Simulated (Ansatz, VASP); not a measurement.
# CsHf2 in VASP and in Ansatz

```
CELL_PARAMETERS angstrom
0.00000 4.56532 4.56532
4.56532 0.00000 4.56532
4.56532 4.56532 0.00000
ATOMIC_POSITIONS crystal
Cs 0.50000 0.50000 0.50000
Cs 0.75000 0.75000 0.75000
Hf 0.62500 0.12500 0.12500
Hf 0.12500 0.12500 0.12500
Hf 0.12500 0.12500 0.62500
Hf 0.12500 0.62500 0.12500
```

Change from the starting cell: species swapped into the YRh2 type (Fd-3m, No. 227).

Alike in both runs: task single point; functional PBE; k mesh 4 × 4 × 4; occupations gaussian, width 0.1 eV; no spin polarisation.

|  | VASP | Ansatz |
| --- | --- | --- |
| version | VASP 6.6.1 | Ansatz 0.2.0 |
| potentials or method | VASP PAW PBE potentials, release 64 (Cs_sv, Hf_pv) | scalar-relativistic, plane waves, PAW |
| plane-wave cutoff (eV) | 520 | 420 |
| valence electrons in the cell | 58 | 122 |

```csv
,VASP,Ansatz,Ansatz less VASP
gap on the k mesh at the Fermi level (eV),none,none,-
pressure (GPa),0.3,0.3,+0.01
```

A gap of «none» marks a metal or a gap that the smearing closes. The two sets of potentials don't hold the same shells in valence.

Spin-orbit coupling is left out, which matters for the levels of Cs, Hf.
